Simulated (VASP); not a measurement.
# NaLi16 (a cell with a defect) in VASP: a series of runs

Runs on NaLi16 (a cell with a defect). Level: PBE. Tasks: single point, molecular dynamics.

All numbers are computed with VASP 6.6.1; they aren't measurements. Logs are shortened: lines on timing, memory, paths and dates and some standing lists are left out, and cuts for length are marked.

### Step 1. The structure

The cell holds a defect, 17 atoms: a = 6.980 Å, b = 6.980 Å, c = 6.980 Å, α = 90.00°, β = 90.00°, γ = 90.00°.

The cell was built by a generator and needn't be a form met in nature.

### Step 2. Single point, PBE

File INCAR:

```
SYSTEM = NaLi16
PREC = Accurate
ENCUT = 520
EDIFF = 1E-6
ISMEAR = -1
SIGMA = 0.05
LREAL = Auto
LASPH = .TRUE.
NELM = 100
ALGO = Normal
ISIF = 2
LWAVE = .FALSE.
LCHARG = .FALSE.
GGA = PE
NBANDS = 42
```

File KPOINTS:

```
regular mesh
0
G
  2 2 2
  0 0 0
```

File POSCAR:

```
NaLi16
1.0
    6.9800000000      0.0000000000      0.0000000000
    0.0000000000      6.9800000000      0.0000000000
    0.0000000000      0.0000000000      6.9800000000
Li Na
16 1
Direct
   -0.0281948424      0.0301432665     -0.0799570201
    0.2276790831     -0.1519054441      0.0814469914
   -0.1008739255      0.4618767908      0.0112320917
    0.1587392550     -0.0258022923      0.5733094556
    0.2030229226      0.2340830946      0.2486389685
    0.4940974212      0.6284957020      0.0424641834
    0.5056590258      0.0540114613      0.3812177650
    0.9281948424      0.3465759312      0.4280802292
    0.1324785100      0.4868051576      0.6429512894
    0.2273065903      0.6474785100      0.3947277937
    0.2831661891      0.3044842407      0.8605444126
    0.5196131805      0.4262893983      0.5540544413
    0.8673495702      0.7851575931      0.2920343840
    0.7616332378      0.2173925501      0.6807736390
    0.4686962751      0.8937106017      0.7478796562
    0.8546561605      0.6833810888      0.7161031519
    0.6250716332      0.1797707736      0.0474212034
```

Potentials or basis: VASP PAW PBE potentials, release 64 (Li_sv, Na_pv).

The run is started by

```console
$ cat potpaw_PBE.64/Li_sv/POTCAR potpaw_PBE.64/Na_pv/POTCAR > POTCAR
$ mpirun -np 1 vasp_std > vasp.out
```

OUTCAR:

```text
SYSTEM = NaLi16
   PREC = Accurate
   ENCUT = 520
   EDIFF = 1E-6
   ISMEAR = -1
   LREAL = Auto
   LASPH = .TRUE.
   NELM = 100
   ISIF = 2
   GGA = PE

 ion  position               nearest neighbor table
   1  0.972  0.030  0.920-   2 2.46  14 2.58
   2  0.228  0.848  0.081-   6 2.43   1 2.46  10 2.60
   3  0.899  0.462  0.011-  16 2.59
   4  0.159  0.974  0.573-  15 2.55
   5  0.203  0.234  0.249-   8 2.42
   6  0.494  0.628  0.042-   2 2.43
   7  0.506  0.054  0.381-  17 2.63
   8  0.928  0.347  0.428-   9 2.29  14 2.30   5 2.42
   9  0.132  0.487  0.643-  10 2.17  11 2.24   8 2.29  16 2.43
  10  0.227  0.647  0.395-   9 2.17   2 2.60
  11  0.283  0.304  0.861-   9 2.24
  12  0.520  0.426  0.554-  14 2.40
  13  0.867  0.785  0.292-
  14  0.762  0.217  0.681-   8 2.30  12 2.40   1 2.58
  15  0.469  0.894  0.748-   4 2.55
  16  0.855  0.683  0.716-   9 2.43   3 2.59
  17  0.625  0.180  0.047-   7 2.63

  LATTYP: Found a simple cubic cell.
 ALAT       =     6.9800000000

  Lattice vectors:

 A1 = (   6.9800000000,   0.0000000000,   0.0000000000)
 A2 = (   0.0000000000,   6.9800000000,   0.0000000000)
 A3 = (   0.0000000000,   0.0000000000,   6.9800000000)

Analysis of symmetry for initial positions (statically):
=====================================================================
 Subroutine PRICEL returns:
 Original cell was already a primitive cell.

 Routine SETGRP: Setting up the symmetry group for a
 simple cubic supercell.

 Subroutine GETGRP returns: Found  1 space group operations
 (whereof  1 operations were pure point group operations)
 out of a pool of 48 trial point group operations.

The static configuration has the point symmetry C_1 .

Analysis of symmetry for dynamics (positions and initial velocities):
=====================================================================
 Subroutine PRICEL returns:
 Original cell was already a primitive cell.

 Routine SETGRP: Setting up the symmetry group for a
 simple cubic supercell.

 Subroutine GETGRP returns: Found  1 space group operations
 (whereof  1 operations were pure point group operations)
 out of a pool of 48 trial point group operations.

The dynamic configuration has the point symmetry C_1 .

 Subroutine INISYM returns: Found  1 space group operations
 (whereof  1 operations are pure point group operations),
 and found     1 'primitive' translations

----------------------------------------------------------------------------------------

                                     Primitive cell

  volume of cell :     340.0684

  direct lattice vectors                    reciprocal lattice vectors
     6.980000000  0.000000000  0.000000000     0.143266476  0.000000000  0.000000000
     0.000000000  6.980000000  0.000000000     0.000000000  0.143266476  0.000000000
     0.000000000  0.000000000  6.980000000     0.000000000  0.000000000  0.143266476

  length of vectors
     6.980000000  6.980000000  6.980000000     0.143266476  0.143266476  0.143266476

  position of ions in fractional coordinates (direct lattice)
     0.971805158  0.030143266  0.920042980
     0.227679083  0.848094556  0.081446991
     0.899126075  0.461876791  0.011232092
     0.158739255  0.974197708  0.573309456
     0.203022923  0.234083095  0.248638969
     0.494097421  0.628495702  0.042464183
[... 9 lines left out ...]
     0.854656160  0.683381089  0.716103152
     0.625071633  0.179770774  0.047421203

  ion indices of the primitive-cell ions
   primitive index   ion index
                 1           1
                 2           2
                 3           3
                 4           4
                 5           5
                 6           6
[... 9 lines left out ...]
                16          16
                17          17

----------------------------------------------------------------------------------------

 KPOINTS: regular mesh

Automatic generation of k-mesh.
 Grid dimensions read from file:
 generate k-points for:    2    2    2

 Generating k-lattice:

  Cartesian coordinates                     Fractional coordinates (reciprocal lattice)
     0.071633238  0.000000000  0.000000000     0.500000000  0.000000000  0.000000000
     0.000000000  0.071633238  0.000000000     0.000000000  0.500000000  0.000000000
     0.000000000  0.000000000  0.071633238     0.000000000  0.000000000  0.500000000

  Length of vectors
     0.071633238  0.071633238  0.071633238

  Shift w.r.t. Gamma in fractional coordinates (k-lattice)
     0.000000000  0.000000000  0.000000000

 Subroutine IBZKPT returns following result:
 ===========================================

 Found      8 irreducible k-points:

 Following reciprocal coordinates:
            Coordinates               Weight
  0.000000  0.000000  0.000000      1.000000
  0.500000  0.000000  0.000000      1.000000
  0.000000  0.500000  0.000000      1.000000
  0.000000  0.000000  0.500000      1.000000
  0.500000  0.500000  0.000000      1.000000
  0.000000  0.500000  0.500000      1.000000
  0.500000  0.000000  0.500000      1.000000
  0.500000  0.500000  0.500000      1.000000
   k-points           NKPTS =      8   k-points in BZ     NKDIM =      8   number of bands    NBANDS=     42
   number of dos      NEDOS =    301   number of ions     NIONS =     17
   total plane-waves  NPLWV = 157464
   dimension x,y,z NGX =    54 NGY =   54 NGZ =   54
   dimension x,y,z NGXF=   108 NGYF=  108 NGZF=  108
   ions per type =              16   1
   NGX,Y,Z   is equivalent  to a cutoff of  12.86, 12.86, 12.86 a.u.
   NGXF,Y,Z  is equivalent  to a cutoff of  25.72, 25.72, 25.72 a.u.
 SYSTEM =  NaLi16
   PREC   = accura    normal or accurate (medium, high low for compatibility)
   ISTART =      0    job   : 0-new  1-cont  2-samecut
   ICHARG =      2    charge: 1-file 2-atom 10-const
   ISPIN  =      1    spin polarized calculation?
   LNONCOLLINEAR =      F non collinear calculations
   LSORBIT =      F    spin-orbit coupling
   LASPH  =      T    aspherical Exc in radial PAW
   ENCUT  =  520.0 eV  38.22 Ry    6.18 a.u.  12.98 12.98 12.98*2*pi/ulx,y,z
   NELM   =    100;   NELMIN=  2; NELMDL= -5     # of ELM steps
   EDIFF  = 0.1E-05   stopping-criterion for ELM
   LREAL  =      T    real-space projection
   EDIFFG = 0.1E-04   stopping-criterion for IOM
   NSW    =      0    number of steps for IOM
   IBRION =     -1    ionic relax: 0-MD 1-quasi-New 2-CG
   NFREE  =      0    steps in history (QN), initial steepest desc. (CG)
   ISIF   =      2    stress and relaxation
   ISYM   =      2    0-nonsym 1-usesym 2-fastsym
   POTIM  = 0.5000    time-step for ionic-motion
   TEBEG  =    0.0;   TEEND  =   0.0 temperature during run
   PSTRESS=    0.0 pullay stress
   NELECT =      55.0000    total number of electrons
   NUPDOWN=      -1.0000    fix difference up-down
   EMIN   =  10.00;   EMAX   =-10.00  energy-range for DOS
   EFERMI =   0.00;   METHOD = LEGACY
   ISMEAR =    -1;   SIGMA  =   0.05  broadening in eV -4-tet -1-fermi 0-gaus
   EFERMI_NEDOS =   21; number of points for ismear=-14 and -15
   IALGO  =     38    algorithm
   IMIX   =      4    mixing-type and parameters
     AMIX     =   0.40;   BMIX     =  1.00
     AMIX_MAG =   1.60;   BMIX_MAG =  1.00
  volume/ion in A,a.u.               =      20.00       134.99
  Fermi-wavevector in a.u.,A,eV,Ry     =   0.891950  1.685540 10.824442  0.795574
  Thomas-Fermi vector in A             =   2.013836
   LORBIT       =      0    0 simple, 1 ext, 2 COOP (PROOUT), +10 PAW based schemes
   GGA     = PE    functional components
[... 5 lines left out ...]
 non-spin polarized calculation
  energy-cutoff  :      520.00
  volume of cell :      340.07
 maximum number of plane-waves:      9124
 NGX is ok and might be reduce to    54
   NGX = 25   NGY = 25   NGZ = 25

 number of electron      54.9999997 magnetization

 Free energy of the ion-electron system (eV)
  ---------------------------------------------------
  ext. energy  EPLUGINS =         0.00000000
  ---------------------------------------------------
  free energy    TOTEN  =       -28.33605291 eV

  energy without entropy =      -28.28053270  energy(sigma->0) =      -28.30829280

 E-fermi :   0.5843     XC(G=0):  -7.1225

 val. band max:        0.5787278666   @ k =   0.5000   0.5000   0.0000
 cond. band min:       0.6283450284   @ k =   0.5000   0.0000   0.5000
 fundamental gap:      0.0496171618
 Fermi energy:         0.5843488749

 k-point     1 :       0.0000    0.0000    0.0000
  band No.  band energies     occupation
      1     -46.3619      2.00000
      2     -46.1567      2.00000
      3     -46.0653      2.00000
      4     -46.0468      2.00000
      5     -46.0259      2.00000
      6     -46.0126      2.00000
[... 31 lines left out ...]
     38       3.0831      0.00000
     39       3.7240      0.00000

 k-point     2 :       0.5000    0.0000    0.0000
  band No.  band energies     occupation
      1     -46.3619      2.00000
      2     -46.1567      2.00000
      3     -46.0653      2.00000
      4     -46.0466      2.00000
      5     -46.0258      2.00000
      6     -46.0128      2.00000
[... 31 lines left out ...]
     38       3.3077      0.00000
     39       3.6418      0.00000

 k-point     3 :       0.0000    0.5000    0.0000
  band No.  band energies     occupation
      1     -46.3619      2.00000
      2     -46.1567      2.00000
      3     -46.0653      2.00000
      4     -46.0466      2.00000
      5     -46.0263      2.00000
      6     -46.0126      2.00000
[... 31 lines left out ...]
     38       3.3255      0.00000
     39       3.5620      0.00000

 k-point     4 :       0.0000    0.0000    0.5000
  band No.  band energies     occupation
      1     -46.3619      2.00000
      2     -46.1567      2.00000
      3     -46.0652      2.00000
      4     -46.0465      2.00000
      5     -46.0262      2.00000
      6     -46.0126      2.00000
[... 31 lines left out ...]
     38       3.3735      0.00000
     39       3.6251      0.00000

 k-point     5 :       0.5000    0.5000    0.0000
  band No.  band energies     occupation
      1     -46.3619      2.00000
      2     -46.1567      2.00000
      3     -46.0653      2.00000
      4     -46.0464      2.00000
      5     -46.0262      2.00000
      6     -46.0128      2.00000
[... 31 lines left out ...]
     38       3.9905      0.00000
     39       4.4055      0.00000

 k-point     6 :       0.0000    0.5000    0.5000
  band No.  band energies     occupation
      1     -46.3619      2.00000
      2     -46.1567      2.00000
      3     -46.0653      2.00000
      4     -46.0465      2.00000
      5     -46.0260      2.00000
      6     -46.0126      2.00000
[... 31 lines left out ...]
     38       3.6025      0.00000
     39       3.8203      0.00000

 k-point     7 :       0.5000    0.0000    0.5000
  band No.  band energies     occupation
      1     -46.3619      2.00000
      2     -46.1567      2.00000
      3     -46.0653      2.00000
      4     -46.0462      2.00000
      5     -46.0262      2.00000
      6     -46.0128      2.00000
[... 31 lines left out ...]
     38       3.9213      0.00000
     39       4.4432      0.00000

 k-point     8 :       0.5000    0.5000    0.5000
  band No.  band energies     occupation
      1     -46.3619      2.00000
      2     -46.1567      2.00000
      3     -46.0653      2.00000
      4     -46.0463      2.00000
      5     -46.0259      2.00000
      6     -46.0128      2.00000
[... 31 lines left out ...]
     38       3.5319      0.00000
     39       3.6594      0.00000
 [bands above 39 left out]

------------------------ aborting loop because EDIFF is reached ----------------------------------------

  FORCE on cell =-STRESS in cart. coord.  units (eV):
  Direction    XX          YY          ZZ          XY          YZ          ZX
  --------------------------------------------------------------------------------------
  -------------------------------------------------------------------------------------
  Total        6.4841009     -0.0807599      6.1773195     -4.0795370     -4.7518496     -0.9909167
  in kB       30.5487945     -0.3804870     29.1034436    -19.2200798    -22.3875722     -4.6685438
  external PRESSURE =      19.7572503 kB  Pullay stress =       0.0000000 kB

 VOLUME and BASIS-vectors are now :
 -----------------------------------------------------------------------------
  energy-cutoff  :      520.00
  volume of cell :      340.07
      direct lattice vectors                 reciprocal lattice vectors
     6.980000000  0.000000000  0.000000000     0.143266476  0.000000000  0.000000000
     0.000000000  6.980000000  0.000000000     0.000000000  0.143266476  0.000000000
     0.000000000  0.000000000  6.980000000     0.000000000  0.000000000  0.143266476

 POSITION                                       TOTAL-FORCE (eV/Angst)
 -----------------------------------------------------------------------------------
      6.78320      0.21040      6.42190         0.066990     -0.011743      0.047171
      1.58920      5.91970      0.56850        -0.239900      0.135768     -0.078023
      6.27590      3.22390      0.07840         0.462341      0.194979      0.225859
      1.10800      6.79990      4.00170        -0.462974      0.323586     -0.065919
      1.41710      1.63390      1.73550         0.080308      0.068861     -0.186683
      3.44880      4.38690      0.29640         0.451557     -0.435353      0.063599
[... 9 lines left out ...]
      5.96550      4.77000      4.99840        -0.452681      0.439995     -0.142497
      4.36300      1.25480      0.33100        -0.158563     -0.109395      0.259422
 -----------------------------------------------------------------------------------
    total drift:                               -0.008996      0.001606      0.000647

  FREE ENERGIE OF THE ION-ELECTRON SYSTEM (eV)
  ---------------------------------------------------
  free  energy   TOTEN  =       -28.3360529109 eV

  energy  without entropy=      -28.2805326973  energy(sigma->0) =      -28.30829280
```

It took 2.7 min on 1 thread of AMD EPYC 7R13 (Zen 3), shared host; peak memory 0.35 GiB.

Results:

| Property | Result |
| --- | --- |
| Free energy | -28.3361 eV |
| Largest force | 0.918 eV/Å |
| Band gap on the k mesh | none (metal or under the smearing width) |

Forces on the atoms (eV/Å):
```
Li   0.067 -0.012  0.047
Li  -0.240  0.136 -0.078
Li   0.462  0.195  0.226
Li  -0.463  0.324 -0.066
Li   0.080  0.069 -0.187
Li   0.452 -0.435  0.064
Li   0.167 -0.393  0.276
Li  -0.463 -0.048 -0.791
Li   0.018  0.029  0.840
Li   0.511  0.256 -0.708
Li   0.088 -0.490  0.200
Li  -0.091  0.535 -0.287
Li  -0.320  0.137  0.144
Li   0.116 -0.465  0.230
Li   0.227 -0.168 -0.027
Li  -0.453  0.440 -0.142
Na  -0.159 -0.109  0.259
```

Levels at points of the mesh, in eV from the Fermi level:
```csv
k point,band 24,band 25,band 26,band 27,band 28,band 29,band 30,band 31
"(0.00, 0.00, 0.00)",-1.04,-1.01,-0.91,0.29,0.53,0.63,0.78,0.87
"(0.50, 0.00, 0.00)",-0.65,-0.61,-0.50,-0.40,-0.36,-0.28,0.94,1.04
"(0.00, 0.50, 0.00)",-0.68,-0.55,-0.49,-0.43,-0.39,-0.32,0.94,1.12
"(0.00, 0.00, 0.50)",-0.66,-0.63,-0.50,-0.44,-0.29,-0.28,0.94,1.18
"(0.50, 0.50, 0.00)",-0.39,-0.33,-0.20,-0.01,0.06,0.08,0.51,0.60
"(0.00, 0.50, 0.50)",-0.41,-0.22,-0.14,-0.04,0.10,0.16,0.31,0.48
"(0.50, 0.00, 0.50)",-0.70,-0.29,-0.16,0.04,0.13,0.24,0.37,1.14
"(0.50, 0.50, 0.50)",-1.68,-1.61,-1.49,-1.38,1.58,1.78,2.01,2.10
```

Caveat: the k mesh is coarse (spacing up to 0.45 Å⁻¹), so the values aren't converged; the cutoff is under 1.25 times the usual one of these potentials, so pressure, stress and relaxed cells hold a basis-set (Pulay) error.

(Part 1 of 2 ends here.)
